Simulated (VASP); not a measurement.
OSZICAR of a VASP run on Na (bcc):

File OSZICAR:
```
       N       E                     dE             d eps       ncg     rms          rms(c)
DAV:   1     0.179475075397E+02    0.17948E+02   -0.37355E+03  1022   0.772E+02
DAV:   2    -0.911890246057E+00   -0.18859E+02   -0.18858E+02  1029   0.132E+02
DAV:   3    -0.130559056952E+01   -0.39370E+00   -0.39365E+00  1379   0.274E+01
DAV:   4    -0.130853413408E+01   -0.29436E-02   -0.29435E-02  1197   0.200E+00
DAV:   5    -0.130858784370E+01   -0.53710E-04   -0.53710E-04  1330   0.238E-01    0.204E-01
DAV:   6    -0.130823080340E+01    0.35704E-03   -0.54718E-04  1211   0.374E-01    0.137E-01
DAV:   7    -0.130799309355E+01    0.23771E-03   -0.11247E-03  1106   0.450E-01    0.159E-02
DAV:   8    -0.130798514042E+01    0.79531E-05   -0.50595E-05  1232   0.160E-01    0.224E-03
DAV:   9    -0.130798538623E+01   -0.24581E-06   -0.19958E-07  1169   0.563E-03    0.103E-03
DAV:  10    -0.130798538443E+01    0.18018E-08   -0.57631E-08  1099   0.256E-03
   1 F= -.13079854E+01 E0= -.13077223E+01  d E =-.789288E-03
```

Question: Which electronic solver shows in the log?

Answer: It is blocked Davidson (ALGO = Normal, or the opening steps of other solvers). The INCAR had ALGO = Normal.

Question: Can the final energy be trusted as converged?

Answer: The run converged. It stopped with EDIFF = 1E-7, NELM = 100 (PBE GGA, plane waves, VASP's PBE PAW potentials (set 64)).

The compound is Na in the bcc structure. This cell was strained or had an atom moved on purpose.
